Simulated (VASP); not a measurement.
# PbF2 (Fluorocronite): gap against volume and shear, part 2 of 4

How do the gap and the pressure of PbF2 (Fluorocronite) answer to a change of volume or shape? All runs use LDA. The start is a cell from a database of measured crystal structures.

VASP 6.6.1; LDA; plane waves and PAW (Pb_d, F).

Still holding for the runs below: Spin-orbit coupling is off here; with elements this heavy it splits and shifts levels by tenths of an eV or more.

So far, least gap on mesh and path (eV): step 3 (bands, cell as listed) 4.22.

### 4. Bands, volume times 1.04

The cell is expanded evenly, with fractional positions held.

INCAR reads:

```
SYSTEM = PbF2
PREC = Accurate
ENCUT = 520
EDIFF = 1E-06
NELM = 100
ISMEAR = -1
SIGMA = 0.05
LREAL = .FALSE.
ALGO = Normal
GGA = CA
NBANDS = 27
LORBIT = 11
LWAVE = .FALSE.
LCHARG = .FALSE.
KPAR = 4
```

POSCAR reads:

```
PbF2
1.0
    0.0000000000      3.0089314554      3.0089314554
    3.0089314554      0.0000000000      3.0089314554
    3.0089314554      3.0089314554      0.0000000000
Pb F
1 2
Direct
    0.0000000000      0.0000000000      0.0000000000
    0.2500000000      0.2500000000      0.2500000000
    0.7500000000      0.7500000000      0.7500000000
```

KPOINTS reads:

```
Automatic mesh
0
Gamma
7 7 7
0 0 0
```

KPOINTS_OPT reads:

```
Line mode
16
Line-mode
Reciprocal
  0.00000000   0.00000000   0.00000000 GAMMA
  0.50000000   0.00000000   0.50000000 X

  0.50000000   0.00000000   0.50000000 X
  0.50000000   0.25000000   0.75000000 W

  0.50000000   0.25000000   0.75000000 W
  0.37500000   0.37500000   0.75000000 K

  0.37500000   0.37500000   0.75000000 K
  0.00000000   0.00000000   0.00000000 GAMMA

  0.00000000   0.00000000   0.00000000 GAMMA
  0.50000000   0.50000000   0.50000000 L

  0.50000000   0.50000000   0.50000000 L
  0.62500000   0.25000000   0.62500000 U

  0.62500000   0.25000000   0.62500000 U
  0.50000000   0.25000000   0.75000000 W

  0.50000000   0.25000000   0.75000000 W
  0.50000000   0.50000000   0.50000000 L

  0.50000000   0.50000000   0.50000000 L
  0.37500000   0.37500000   0.75000000 K

  0.62500000   0.25000000   0.62500000 U
  0.50000000   0.00000000   0.50000000 X
```

The projector-augmented-wave data sets are Pb_d and F (LDA family, release 64).

Run with:

```sh
mpirun -np 4 vasp_std
```

The log of the run:

```text
[... set-up lines as in an earlier step ...]
 entering main loop
       N       E                     dE             d eps       ncg     rms          rms(c)
DAV:   1     0.287923342200E+03    0.28792E+03   -0.13587E+04  1091   0.117E+03
DAV:   2     0.889096161512E+01   -0.27903E+03   -0.25496E+03  1138   0.354E+02
DAV:   3    -0.170304876203E+02   -0.25921E+02   -0.25579E+02  1252   0.112E+02
DAV:   4    -0.177197312914E+02   -0.68924E+00   -0.68853E+00  1255   0.186E+01
DAV:   5    -0.177415464273E+02   -0.21815E-01   -0.21813E-01  1377   0.340E+00    0.761E+00
DAV:   6    -0.159210108134E+02    0.18205E+01   -0.70434E+00  1507   0.176E+01    0.283E+00
DAV:   7    -0.158699872429E+02    0.51024E-01   -0.42289E-01  1188   0.325E+00    0.152E+00
DAV:   8    -0.158335249159E+02    0.36462E-01   -0.12458E-01  1301   0.270E+00    0.557E-01
DAV:   9    -0.158299927175E+02    0.35322E-02   -0.14812E-02  1221   0.690E-01    0.996E-02
DAV:  10    -0.158303547740E+02   -0.36206E-03   -0.86150E-04  1173   0.294E-01    0.456E-02
DAV:  11    -0.158302780283E+02    0.76746E-04   -0.12156E-04  1340   0.100E-01    0.169E-02
DAV:  12    -0.158302747270E+02    0.33013E-05   -0.20714E-05  1369   0.424E-02    0.847E-03
DAV:  13    -0.158302736882E+02    0.10388E-05   -0.40493E-06  1048   0.139E-02    0.268E-03
DAV:  14    -0.158302736812E+02    0.69367E-08   -0.53066E-07   694   0.522E-03
   1 F= -.15830274E+02 E0= -.15830274E+02  d E =-.619117E-11
 Start KPOINTS_OPT (optional k-point list driver)
k-point batch [1-20\160]
       N       E                     dE             ncg
DAV:   1     0.132793762080E+04   -0.10283E+05     1099
DAV:   2    -0.405294740652E+04   -0.53809E+04     1181
DAV:   3    -0.456740633646E+04   -0.51446E+03     1220
DAV:   4    -0.458128890618E+04   -0.13883E+02     1332
DAV:   5    -0.458171336757E+04   -0.42446E+00     1410
DAV:   6    -0.458172894972E+04   -0.15582E-01     1406
DAV:   7    -0.458172961955E+04   -0.66983E-03     1490
DAV:   8    -0.458172962934E+04   -0.97925E-05     1110
DAV:   9    -0.458172962951E+04   -0.16465E-06      831
[...]
k-point batch [141-160\160]
       N       E                     dE             ncg
DAV:   1     0.142579454715E+04   -0.18525E+05     1102
DAV:   2    -0.399666189355E+04   -0.54225E+04     1126
DAV:   3    -0.456720896036E+04   -0.57055E+03     1299
DAV:   4    -0.458321076019E+04   -0.16002E+02     1424
DAV:   5    -0.458367944694E+04   -0.46869E+00     1436
DAV:   6    -0.458369944506E+04   -0.19998E-01     1511
DAV:   7    -0.458370034777E+04   -0.90271E-03     1559
DAV:   8    -0.458370035479E+04   -0.70259E-05     1266
DAV:   9    -0.458370035494E+04   -0.14862E-06     1023
```

Run time: 28 s. Hardware: 4 MPI ranks of Intel Xeon Platinum 8259CL at 2.50GHz (Skylake/Cascade Lake), shared host; peak memory 0.73 GiB.

From OUTCAR (step 4):

```text
  LATTYP: Found a face centered cubic cell.
 ALAT       =     6.0178629108

The static configuration has the point symmetry O_h .

 Found     20 irreducible k-points:

   ENCUT  =  520.0 eV  38.22 Ry    6.18 a.u.   7.91  7.91  7.91*2*pi/ulx,y,z

   NELECT =      28.0000    total number of electrons

 E-fermi :   2.2259

 k-point     1 :       0.0000    0.0000    0.0000
  band No.  band energies     occupation
    ...
     10      -1.2589      2.00000
     11      -1.2589      2.00000
     12      -0.7652      2.00000
     13      -0.7652      2.00000
     14      -0.7652      2.00000
     15       7.4832      0.00000
     16       7.4832      0.00000
     17       7.4832      0.00000
     18      11.1081      0.00000
     19      15.6894      0.00000
    ...

 k-point     2 :       0.1429    0.0000    0.0000
  band No.  band energies     occupation
    ...
     10      -1.2956      2.00000
     11      -1.2956      2.00000
     12      -0.7977      2.00000
     13      -0.7977      2.00000
     14      -0.3204      2.00000
     15       6.8418      0.00000
     16       7.6372      0.00000
     17       7.6372      0.00000
     18      12.1969      0.00000
     19      15.1756      0.00000
    ...

  Total       -2.4519042     -2.4519042     -2.4519042     -0.0000000     -0.0000000      0.0000000
  in kB      -72.1019804    -72.1019804    -72.1019804     -0.0000000     -0.0000000      0.0000000
  external PRESSURE =     -72.1019804 kB  Pullay stress =       0.0000000 kB

  energy-cutoff  :      520.00
  volume of cell :       54.48
      direct lattice vectors                 reciprocal lattice vectors
     0.000000000  3.008931455  3.008931455    -0.166171948  0.166171948  0.166171948
     3.008931455  0.000000000  3.008931455     0.166171948 -0.166171948  0.166171948
     3.008931455  3.008931455  0.000000000     0.166171948  0.166171948 -0.166171948

 POSITION                                       TOTAL-FORCE (eV/Angst)
 -----------------------------------------------------------------------------------
      0.00000      0.00000      0.00000         0.000000     -0.000000      0.000000
      1.50447      1.50447      1.50447         0.000000      0.000000      0.000000
      4.51340      4.51340      4.51340        -0.000000     -0.000000     -0.000000
 -----------------------------------------------------------------------------------
    total drift:                                0.000000     -0.000000      0.000000

  FREE ENERGIE OF THE ION-ELECTRON SYSTEM (eV)
  ---------------------------------------------------
  free  energy   TOTEN  =       -15.8302736812 eV

  energy  without entropy=      -15.8302736812  energy(sigma->0) =      -15.83027368

 total charge
# of ion       s       p       d       tot
------------------------------------------
    1        1.538   0.281   9.854  11.673
    2        1.732   4.290   0.000   6.022
    3        1.732   4.290   0.000   6.022
--------------------------------------------------
tot          5.002   8.861   9.854  23.716

[... 4 parts as in an earlier step ...]

[... 6 further parts left out ...]
```

Numbers from this step:

```yaml
scf_cycles: 14
free_energy_toten: -15.83 eV
fermi_energy: 2.226 eV
pressure: -7.210 GPa
least_gap_on_mesh_and_path: 4.218 eV
least_direct_gap_on_mesh_and_path: 4.374 eV
valence_top_at_k: 0.5, 0.5, 0.5
```

The electronic bands at the labelled points (eV, zero at the valence-band top; v1 is the highest filled band, c1 the lowest empty one):

```tsv
point	v4	v3	v2	v1	c1	c2	c3	c4
Γ	-2.22	-1.73	-1.73	-1.73	6.52	6.52	6.52	10.14
0.47 of the way	-1.84	-1.51	-1.51	-0.96	4.95	7.04	7.04	11.02
X	-1.33	-1.33	-1.32	-0.16	4.22	7.57	7.57	8.64
0.47 of the way	-1.65	-1.36	-1.29	-0.09	4.64	7.06	7.35	9.15
W	-2.42	-1.38	-1.27	0.00	5.81	5.81	7.19	9.80
0.47 of the way	-2.07	-1.40	-1.30	-0.02	5.32	6.26	7.32	9.68
K	-1.82	-1.47	-1.33	-0.03	5.09	6.40	7.56	9.49
0.47 of the way	-2.25	-1.94	-1.47	-0.47	5.17	6.76	7.13	11.92
Γ	-2.22	-1.73	-1.73	-1.73	6.52	6.52	6.52	10.14
0.53 of the way	-2.33	-1.82	-1.82	-0.65	5.21	6.97	6.97	12.42
L	-2.41	-1.90	-1.90	0.00	4.82	7.35	7.35	12.74
0.53 of the way	-2.22	-1.67	-1.53	-0.02	5.16	6.57	7.45	10.65
U	-1.82	-1.47	-1.33	-0.03	5.09	6.40	7.56	9.49
0.53 of the way	-2.07	-1.40	-1.30	-0.02	5.32	6.26	7.32	9.68
W	-2.42	-1.38	-1.27	0.00	5.81	5.81	7.19	9.80
0.47 of the way	-2.43	-1.53	-1.51	-0.02	5.28	6.41	7.41	10.46
L	-2.41	-1.90	-1.90	0.00	4.82	7.35	7.35	12.74
0.47 of the way	-2.27	-1.70	-1.58	-0.01	5.09	6.71	7.43	10.89
K	-1.82	-1.47	-1.33	-0.03	5.09	6.40	7.56	9.49
jump to U	-1.82	-1.47	-1.33	-0.03	5.09	6.40	7.56	9.49
0.47 of the way	-1.50	-1.37	-1.32	-0.11	4.50	7.11	7.57	8.96
X	-1.33	-1.33	-1.32	-0.16	4.22	7.57	7.57	8.64
```

Of the projections kept (Pb, F), the largest for each band there; the rest of the weight can lie on other orbitals:

```tsv
point	v4	v3	v2	v1	c1	c2	c3	c4
Γ	F 0.96	F 0.97	F 0.97	F 0.97	Pb 0.95	Pb 0.95	Pb 0.95	Pb 0.88
X	F 0.99	F 0.99	F 1.00	F 0.62	Pb 0.86	Pb 0.65	Pb 0.65	F 0.66
W	F 0.93	F 1.00	F 0.99	F 0.65	Pb 0.69	Pb 0.69	Pb 0.53	Pb 1.00
K	F 0.96	F 0.99	F 1.00	F 0.66	Pb 0.73	Pb 0.56	Pb 0.70	Pb 0.76
Γ	F 0.96	F 0.97	F 0.97	F 0.97	Pb 0.95	Pb 0.95	Pb 0.95	Pb 0.88
L	F 0.93	F 0.97	F 0.97	F 0.74	Pb 0.51	Pb 0.80	Pb 0.80	Pb 0.94
```

The gap is 4.22 eV, indirect, from L to X. That is -0.00 eV from the cell as listed. The pressure is -7.21 GPa.

### 5. Bands, volume times 1.08

The cell is expanded evenly, with fractional positions held.

INCAR is that of step 4.

POSCAR reads:

```
PbF2
1.0
    0.0000000000      3.0470232391      3.0470232391
    3.0470232391      0.0000000000      3.0470232391
    3.0470232391      3.0470232391      0.0000000000
Pb F
1 2
Direct
    0.0000000000      0.0000000000      0.0000000000
    0.2500000000      0.2500000000      0.2500000000
    0.7500000000      0.7500000000      0.7500000000
```

KPOINTS is that of step 4.

KPOINTS_OPT is that of step 4.

Run with:

```sh
mpirun -np 4 vasp_std
```

The log of the run:

```text
[... set-up lines as in an earlier step ...]
 entering main loop
       N       E                     dE             d eps       ncg     rms          rms(c)
DAV:   1     0.290267712173E+03    0.29027E+03   -0.13876E+04  1104   0.116E+03
DAV:   2     0.101373808263E+02   -0.28013E+03   -0.25378E+03  1138   0.349E+02
DAV:   3    -0.169701209993E+02   -0.27108E+02   -0.26803E+02  1278   0.114E+02
DAV:   4    -0.177024201049E+02   -0.73230E+00   -0.73164E+00  1255   0.191E+01
DAV:   5    -0.177250270768E+02   -0.22607E-01   -0.22605E-01  1402   0.354E+00    0.770E+00
DAV:   6    -0.158318218994E+02    0.18932E+01   -0.73883E+00  1502   0.176E+01    0.295E+00
DAV:   7    -0.157716605025E+02    0.60161E-01   -0.44963E-01  1173   0.329E+00    0.155E+00
DAV:   8    -0.157306267212E+02    0.41034E-01   -0.13489E-01  1347   0.275E+00    0.548E-01
DAV:   9    -0.157272511789E+02    0.33755E-02   -0.14899E-02  1202   0.665E-01    0.104E-01
DAV:  10    -0.157276545087E+02   -0.40333E-03   -0.10383E-03  1190   0.327E-01    0.485E-02
DAV:  11    -0.157275541392E+02    0.10037E-03   -0.18843E-04  1337   0.132E-01    0.158E-02
DAV:  12    -0.157275563512E+02   -0.22120E-05   -0.19206E-05  1294   0.357E-02    0.104E-02
DAV:  13    -0.157275537678E+02    0.25834E-05   -0.73780E-06  1046   0.196E-02    0.283E-03
DAV:  14    -0.157275537475E+02    0.20335E-07   -0.77033E-07   886   0.601E-03
   1 F= -.15727554E+02 E0= -.15727554E+02  d E =-.102489E-10
 Start KPOINTS_OPT (optional k-point list driver)
k-point batch [1-20\160]
       N       E                     dE             ncg
DAV:   1     0.128697903880E+04   -0.96930E+04     1080
DAV:   2    -0.419788481369E+04   -0.54849E+04     1175
DAV:   3    -0.472983331036E+04   -0.53195E+03     1222
DAV:   4    -0.474447579090E+04   -0.14642E+02     1368
DAV:   5    -0.474493793484E+04   -0.46214E+00     1369
DAV:   6    -0.474496123838E+04   -0.23304E-01     1434
DAV:   7    -0.474496242300E+04   -0.11846E-02     1453
DAV:   8    -0.474496243595E+04   -0.12946E-04     1199
DAV:   9    -0.474496243651E+04   -0.56508E-06      804
[...]
k-point batch [141-160\160]
       N       E                     dE             ncg
DAV:   1     0.118031133040E+04   -0.17413E+05     1091
DAV:   2    -0.418031174692E+04   -0.53606E+04     1129
DAV:   3    -0.473148240837E+04   -0.55117E+03     1289
DAV:   4    -0.474653253326E+04   -0.15050E+02     1392
DAV:   5    -0.474697990872E+04   -0.44738E+00     1442
DAV:   6    -0.474699947102E+04   -0.19562E-01     1470
DAV:   7    -0.474700054343E+04   -0.10724E-02     1588
DAV:   8    -0.474700055005E+04   -0.66201E-05     1223
DAV:   9    -0.474700055018E+04   -0.12821E-06     1039
```

It took 27 s on 4 MPI ranks; peak memory 0.73 GiB; 94 s of CPU time.

From OUTCAR (step 5):

```text
   ENCUT  =  520.0 eV  38.22 Ry    6.18 a.u.   8.01  8.01  8.01*2*pi/ulx,y,z

   NELECT =      28.0000    total number of electrons

 E-fermi :   1.7894

 k-point     1 :       0.0000    0.0000    0.0000
  band No.  band energies     occupation
    ...
     10      -1.4597      2.00000
     11      -1.4597      2.00000
     12      -0.9781      2.00000
     13      -0.9780      2.00000
     14      -0.9780      2.00000
     15       7.0049      0.00000
     16       7.0049      0.00000
     17       7.0049      0.00000
     18      10.5833      0.00000
     19      15.1725      0.00000
    ...

  Total       -3.1679713     -3.1679713     -3.1679713      0.0000000      0.0000000      0.0000000
  in kB      -89.7086931    -89.7086931    -89.7086931      0.0000000      0.0000000      0.0000000
  external PRESSURE =     -89.7086931 kB  Pullay stress =       0.0000000 kB

 POSITION                                       TOTAL-FORCE (eV/Angst)
 -----------------------------------------------------------------------------------
      0.00000      0.00000      0.00000         0.000000      0.000000     -0.000000
      1.52351      1.52351      1.52351        -0.000000     -0.000000      0.000000
      4.57053      4.57053      4.57053         0.000000      0.000000      0.000000
 -----------------------------------------------------------------------------------
    total drift:                                0.000000     -0.000000      0.000000

  FREE ENERGIE OF THE ION-ELECTRON SYSTEM (eV)
  ---------------------------------------------------
  free  energy   TOTEN  =       -15.7275537475 eV

  energy  without entropy=      -15.7275537475  energy(sigma->0) =      -15.72755375

[... 4 parts as in an earlier step ...]

[... 12 further parts left out ...]
```

This step gave:

```yaml
free_energy_toten: -15.73 eV
fermi_energy: 1.789 eV
pressure: -8.971 GPa
least_gap_on_mesh_and_path: 4.188 eV
least_direct_gap_on_mesh_and_path: 4.362 eV
```

The electronic bands at the labelled points (eV, zero at the valence-band top; v1 is the highest filled band, c1 the lowest empty one):

```tsv
point	v4	v3	v2	v1	c1	c2	c3	c4
Γ	-2.02	-1.54	-1.54	-1.54	6.44	6.44	6.44	10.02
0.53 of the way	-1.56	-1.30	-1.30	-0.75	4.73	7.02	7.02	10.54
X	-1.17	-1.17	-1.15	-0.17	4.19	7.40	7.40	8.68
0.47 of the way	-1.47	-1.19	-1.13	-0.11	4.60	6.91	7.23	9.14
W	-2.20	-1.20	-1.11	-0.03	5.71	5.71	7.08	9.76
0.47 of the way	-1.87	-1.23	-1.14	-0.04	5.24	6.16	7.19	9.66
K	-1.63	-1.31	-1.16	-0.05	5.03	6.31	7.39	9.49
0.47 of the way	-2.04	-1.75	-1.30	-0.43	5.14	6.64	7.00	11.83
Γ	-2.02	-1.54	-1.54	-1.54	6.44	6.44	6.44	10.02
0.47 of the way	-2.10	-1.62	-1.62	-0.73	5.32	6.78	6.78	12.00
L	-2.19	-1.71	-1.71	0.00	4.79	7.20	7.20	12.65
0.47 of the way	-2.06	-1.52	-1.41	-0.02	5.05	6.58	7.28	10.85
U	-1.63	-1.31	-1.16	-0.05	5.03	6.31	7.39	9.49
0.47 of the way	-1.82	-1.23	-1.14	-0.04	5.20	6.20	7.23	9.63
W	-2.20	-1.20	-1.11	-0.03	5.71	5.71	7.08	9.76
0.47 of the way	-2.21	-1.35	-1.34	-0.03	5.23	6.29	7.26	10.43
L	-2.19	-1.71	-1.71	0.00	4.79	7.20	7.20	12.65
0.47 of the way	-2.06	-1.52	-1.41	-0.02	5.05	6.58	7.28	10.85
K	-1.63	-1.31	-1.16	-0.05	5.03	6.31	7.39	9.49
jump to U	-1.63	-1.31	-1.16	-0.05	5.03	6.31	7.39	9.49
0.47 of the way	-1.33	-1.21	-1.15	-0.13	4.46	6.98	7.40	8.98
X	-1.17	-1.17	-1.15	-0.17	4.19	7.40	7.40	8.68
```

Of the projections kept (Pb, F), the largest for each band there; the rest of the weight can lie on other orbitals:

```tsv
point	v4	v3	v2	v1	c1	c2	c3	c4
Γ	F 0.97	F 0.97	F 0.97	F 0.97	Pb 0.94	Pb 0.94	Pb 0.94	Pb 0.87
X	F 0.99	F 0.99	F 1.00	F 0.65	Pb 0.86	Pb 0.66	Pb 0.66	F 0.67
W	F 0.93	F 1.00	F 0.99	F 0.68	Pb 0.69	Pb 0.69	Pb 0.55	Pb 0.99
K	F 0.96	F 0.99	F 1.00	F 0.68	Pb 0.74	Pb 0.58	Pb 0.70	Pb 0.74
Γ	F 0.97	F 0.97	F 0.97	F 0.97	Pb 0.94	Pb 0.94	Pb 0.94	Pb 0.87
L	F 0.94	F 0.98	F 0.98	F 0.76	Pb 0.52	Pb 0.80	Pb 0.80	Pb 0.94
```

The gap is 4.19 eV, indirect, from L to X. That is -0.03 eV from the cell as listed. The pressure is -8.97 GPa.

(Part 2 of 4 ends here.)

[Lines on the potential files, build, host, timing and source positions are cut from VASP's logs without a mark.]

[Logs are printed without paths, hosts, clocks, repeated set-up lines and the standing remarks that a program may print on its own settings, such as how far it seeks lower states.]

[Hosts, paths, dates, database ids (printed as entryN), source tags and the programs' standing remarks are cut or masked in the printed files.]

[A measured line is paired with the nearest computed mode of its activity, which favours agreement.]
